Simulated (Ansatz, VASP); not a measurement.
## NaMg2Si2 in VASP and in Ansatz

```xyz
5
Lattice="3.8036 0.0000 0.0000 0.0000 3.8036 0.0000 0.0000 0.0000 9.8237" Properties=species:S:1:pos:R:3 pbc="T T T"
Na    0.0000    0.0000    4.9118
Mg    0.0000    0.0000    8.2732
Mg    0.0000    0.0000    1.5504
Si    1.9018    1.9018    8.6620
Si    1.9018    1.9018    1.1616
```

Alike in both runs: task relaxation of cell and atoms; functional PBE; k mesh 10 × 10 × 4; occupations gaussian, width 0.1 eV; no spin polarisation.

|  | VASP | Ansatz |
| --- | --- | --- |
| version | VASP 6.6.1 | Ansatz 0.2.0 |
| potentials or method | VASP PAW PBE potentials, release 64 (Na_pv, Mg, Si) | scalar-relativistic, plane waves, PAW |
| plane-wave cutoff (eV) | 600 | 420 |
| valence electrons in the cell | 19 | 37 |

|  | VASP | Ansatz | Ansatz less VASP |
| --- | --- | --- | --- |
| gap on the k mesh at the Fermi level, each at its own relaxed structure (eV) | none | none | - |
| relaxed volume (Å³/atom) | 28.39 | 28.43 | +0.042 |
| relaxed cell length with the largest relative difference (Å) | 3.801 | 3.804 | +0.0024 |

A gap of «none» marks a metal or a gap that the smearing closes. The two sets of potentials don't hold the same shells in valence.
